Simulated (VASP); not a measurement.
Calculation: PBEsol GGA, VASP's PBE PAW potentials (set 64) (plane waves; VASP).

A VASP calculation is set up with these files.

### KPOINTS
```
K-points
0
G
 9 9 9
```

**POSCAR**
```
YP
1.0
  3.8610000000   0.0000000000   0.0000000000
  0.0000000000   3.8610000000   0.0000000000
  0.0000000000   0.0000000000   3.8610000000
Y P
1 1
Cart
  0.0000000000   0.0000000000   0.0000000000
  1.9305000000   1.9305000000   1.9305000000
```

**INCAR**
```
! general
SYSTEM  = YP
PREC    = Accurate
ENCUT   = 400
LREAL   = .FALSE.
LASPH   = .TRUE.

! electronic loop
EDIFF   = 1E-6
NELM    = 100
ALGO    = Normal
LMAXMIX = 4

! smearing
ISMEAR  = 1
SIGMA   = 0.1

! functional
GGA     = PS

! ions
IBRION  = 2
NSW     = 60
ISIF    = 3
EDIFFG  = -0.01

! output
LWAVE   = .FALSE.
LCHARG  = .FALSE.
```

POTCAR, in this order: Y_sv P (PBE.64 set). Program: vasp_std.

The run wrote:

### OSZICAR
```
       N       E                     dE             d eps       ncg     rms          rms(c)
DAV:   1     0.362741855850E+02    0.36274E+02   -0.65502E+03   840   0.988E+02
DAV:   2    -0.129252714480E+02   -0.49199E+02   -0.46125E+02  1028   0.181E+02
DAV:   3    -0.155219140367E+02   -0.25966E+01   -0.25665E+01  1212   0.333E+01
DAV:   4    -0.156111941549E+02   -0.89280E-01   -0.89183E-01  1200   0.648E+00
DAV:   5    -0.156126669875E+02   -0.14728E-02   -0.14727E-02  1180   0.748E-01    0.140E+01
DAV:   6    -0.137932248256E+02    0.18194E+01   -0.47375E+00  1148   0.998E+00    0.141E+01
DAV:   7    -0.137310413519E+02    0.62183E-01   -0.48758E-01  1300   0.367E+00    0.950E+00
DAV:   8    -0.137164110187E+02    0.14630E-01   -0.19048E-01   984   0.229E+00    0.868E-01
DAV:   9    -0.137060557033E+02    0.10355E-01   -0.83687E-02  1208   0.118E+00    0.396E-01
DAV:  10    -0.137055114790E+02    0.54422E-03   -0.24151E-02  1072   0.802E-01    0.219E-01
DAV:  11    -0.137042626180E+02    0.12489E-02   -0.40612E-03  1172   0.349E-01    0.675E-02
DAV:  12    -0.137042645571E+02   -0.19391E-05   -0.21072E-04  1120   0.961E-02    0.342E-02
DAV:  13    -0.137042648062E+02   -0.24902E-06   -0.10005E-05  1248   0.178E-02    0.909E-03
DAV:  14    -0.137042633229E+02    0.14832E-05   -0.20831E-06  1080   0.877E-03    0.545E-03
DAV:  15    -0.137042629103E+02    0.41266E-06   -0.13477E-06   924   0.557E-03
   1 F= -.13704263E+02 E0= -.13704196E+02  d E =-.137043E+02
       N       E                     dE             d eps       ncg     rms          rms(c)
DAV:   1    -0.326590673097E+02   -0.18955E+02   -0.42222E+02   880   0.167E+02    0.363E+01
DAV:   2    -0.183133140837E+02    0.14346E+02   -0.18561E+01   872   0.405E+01    0.139E+01
DAV:   3    -0.143411597910E+02    0.39722E+01   -0.17416E+01  1200   0.286E+01    0.909E+00
DAV:   4    -0.144868429257E+02   -0.14568E+00   -0.33428E-01  1044   0.474E+00    0.558E+00
DAV:   5    -0.146939306143E+02   -0.20709E+00   -0.44700E-01  1316   0.232E+00    0.131E+00
DAV:   6    -0.147253418990E+02   -0.31411E-01   -0.14179E-02  1300   0.686E-01    0.742E-01
DAV:   7    -0.147534103849E+02   -0.28068E-01   -0.44970E-02  1500   0.107E+00    0.187E-01
DAV:   8    -0.147538596906E+02   -0.44931E-03   -0.95502E-04  1008   0.255E-01    0.573E-02
DAV:   9    -0.147538783924E+02   -0.18702E-04   -0.54246E-05  1328   0.464E-02    0.361E-02
DAV:  10    -0.147538853274E+02   -0.69350E-05   -0.17016E-05   960   0.444E-02    0.179E-02
DAV:  11    -0.147538844038E+02    0.92363E-06   -0.13466E-06   856   0.113E-02
   2 F= -.14753884E+02 E0= -.14753706E+02  d E =-.104962E+01
       N       E                     dE             d eps       ncg     rms          rms(c)
DAV:   1    -0.155812811599E+02   -0.82740E+00   -0.16048E+01  1020   0.321E+01    0.699E+00
DAV:   2    -0.150545191257E+02    0.52676E+00   -0.20479E+00  1116   0.121E+01    0.422E+00
DAV:   3    -0.148330295596E+02    0.22149E+00   -0.10962E+00  1240   0.641E+00    0.321E+00
DAV:   4    -0.148653965875E+02   -0.32367E-01   -0.72712E-02  1008   0.250E+00    0.149E+00
DAV:   5    -0.148773127205E+02   -0.11916E-01   -0.76951E-02  1432   0.130E+00    0.245E-01
DAV:   6    -0.148776650106E+02   -0.35229E-03   -0.11449E-03   992   0.285E-01    0.168E-01
DAV:   7    -0.148781558693E+02   -0.49086E-03   -0.35172E-04  1384   0.135E-01    0.899E-02
DAV:   8    -0.148782125460E+02   -0.56677E-04   -0.87275E-05   976   0.967E-02    0.243E-02
DAV:   9    -0.148782130269E+02   -0.48094E-06   -0.66161E-06  1284   0.165E-02
   3 F= -.14878213E+02 E0= -.14878159E+02  d E =-.117395E+01
```

**OUTCAR**
```
------------------------ aborting loop because EDIFF is reached ----------------------------------------
  FORCE on cell =-STRESS in cart. coord.  units (eV):
  Direction    XX          YY          ZZ          XY          YZ          ZX
  --------------------------------------------------------------------------------------
  Total        0.0107429      0.0107429      0.0107429      0.0000000      0.0000000      0.0000000
  in kB        0.4266775      0.4266775      0.4266775      0.0000000      0.0000000      0.0000000
  external PRESSURE =       0.4266775 kB  Pullay stress =       0.0000000 kB
  volume of cell :       40.34
      direct lattice vectors                 reciprocal lattice vectors
     3.429599972 -0.000000000 -0.000000000     0.291579195  0.000000000 -0.000000000
    -0.000000000  3.429599972 -0.000000000     0.000000000  0.291579195 -0.000000000
     0.000000000  0.000000000  3.429599972     0.000000000  0.000000000  0.291579195
 POSITION                                       TOTAL-FORCE (eV/Angst)
 -----------------------------------------------------------------------------------
      0.00000      0.00000      0.00000         0.000000      0.000000      0.000000
      1.71480      1.71480      1.71480        -0.000000      0.000000      0.000000
 -----------------------------------------------------------------------------------
    total drift:                               -0.000000      0.000000      0.000000
  FREE ENERGIE OF THE ION-ELECTRON SYSTEM (eV)
  ---------------------------------------------------
  free  energy   TOTEN  =       -14.8782130269 eV

  energy  without entropy=      -14.8780494633  energy(sigma->0) =      -14.87815851

 reached required accuracy - stopping structural energy minimisation
```
(Selected blocks of OUTCAR.)

### CONTCAR
```
YP
   1.00000000000000
     3.4295999716580412   -0.0000000000000000   -0.0000000000000000
    -0.0000000000000000    3.4295999716580408   -0.0000000000000000
     0.0000000000000000    0.0000000000000000    3.4295999716580408
  Y               P
     1     1
Direct
     0.0000000000000000    0.0000000000000000    0.0000000000000000
     0.5000000000000000    0.5000000000000000    0.5000000000000000
```

**OUTCAR**
```
 val. band max:        5.9399719434   @ k =   0.4444   0.4444   0.1111

 cond. band min:       6.0323535870   @ k =   0.1111   0.0000   0.0000


 Fermi energy:         5.9531759490

 k-point     1 :       0.0000    0.0000    0.0000
  band No.  band energies     occupation
      1     -36.6179      2.00000
      2     -16.4478      2.00000
      3     -16.4478      2.00000
      4     -16.4478      2.00000
      5      -5.4199      2.00000
      6       4.9698      2.00000
      7       4.9698      2.00000
      8       6.2091     -0.00177
      9       6.2091     -0.00177
     10       6.2091     -0.00177
     11      10.1077      0.00000
     12      10.1077      0.00000

 k-point     2 :       0.1111    0.0000    0.0000
  band No.  band energies     occupation
      1     -36.6131      2.00000
      2     -16.5151      2.00000
      3     -16.4417      2.00000
      4     -16.4417      2.00000
      5      -5.2616      2.00000
      6       4.2832      2.00000
      7       5.0745      2.00000
      8       6.0324      0.02417
      9       6.0324      0.02417
     10       6.5461     -0.00000
     11      10.1692      0.00000
     12      10.3129      0.00000

 k-point     3 :       0.2222    0.0000    0.0000
  band No.  band energies     occupation
      1     -36.6010      2.00000
      2     -16.6808      2.00000
      3     -16.4262      2.00000
      4     -16.4262      2.00000
      5      -4.8241      2.00000
      6       2.8919      2.00000
      7       5.3687      2.00000
      8       5.6336      2.00006
      9       5.6336      2.00006
     10       7.5417     -0.00000
     11      10.3336      0.00000
     12      10.8565      0.00000

 k-point     4 :       0.3333    0.0000    0.0000
  band No.  band energies     occupation
      1     -36.5871      2.00000
      2     -16.8619      2.00000
      3     -16.4084      2.00000
      4     -16.4084      2.00000
      5      -4.2232      2.00000
      6       1.5199      2.00000
...
```

Energy and stress use the plane-wave basis of the starting cell.

The structure was generated: YP was put into the CsCl type type (Pm-3m), which need not be its known phase. This run relaxes it. Symmetry was kept, so distortions that lower it aren't found.
